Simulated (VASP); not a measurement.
OSZICAR of a VASP run on CaO (rock salt):

OSZICAR:
```
       N       E                     dE             d eps       ncg     rms          rms(c)
DAV:   1     0.130819962637E+03    0.13082E+03   -0.86672E+03 12296   0.135E+03
DAV:   2    -0.734975044119E+01   -0.13817E+03   -0.12988E+03 14116   0.334E+02
DAV:   3    -0.142672640600E+02   -0.69175E+01   -0.68568E+01 15784   0.767E+01
DAV:   4    -0.145009932456E+02   -0.23373E+00   -0.23349E+00 18064   0.128E+01
DAV:   5    -0.145042264872E+02   -0.32332E-02   -0.32330E-02 15576   0.150E+00    0.857E+00
DAV:   6    -0.128429981021E+02    0.16612E+01   -0.90720E+00 14476   0.273E+01    0.380E+00
DAV:   7    -0.127918885280E+02    0.51110E-01   -0.78020E-01 17604   0.839E+00    0.177E+00
DAV:   8    -0.127932846456E+02   -0.13961E-02   -0.86220E-02 13188   0.329E+00    0.449E-01
DAV:   9    -0.127910823105E+02    0.22023E-02   -0.27305E-02 15652   0.128E+00    0.144E-01
DAV:  10    -0.127915610481E+02   -0.47874E-03   -0.25187E-03 13052   0.497E-01    0.293E-02
DAV:  11    -0.127916020008E+02   -0.40953E-04   -0.42402E-04 17980   0.166E-01    0.309E-02
DAV:  12    -0.127915873812E+02    0.14620E-04   -0.65429E-05 14532   0.843E-02    0.496E-03
DAV:  13    -0.127915871911E+02    0.19007E-06   -0.42612E-06 16176   0.198E-02
   1 F= -.12791587E+02 E0= -.12791587E+02  d E =-.289620E-18
```

### Question
Which electronic solver shows in the log?

### Answer
It is blocked Davidson (ALGO = Normal, or the opening steps of other solvers). The INCAR had ALGO = Normal.

### Question
Can the final energy be trusted as converged?

### Answer
The calculation finished and met its thresholds. It stopped with EDIFF = 1E-6, NELM = 100 (PBE GGA, plane waves, VASP's PBE PAW potentials (set 64)).

The compound is CaO in the rock salt structure. The cell was not relaxed at this level. The run is one of a series of settings (ISYM = -1 against the base run), some of them coarse on purpose.
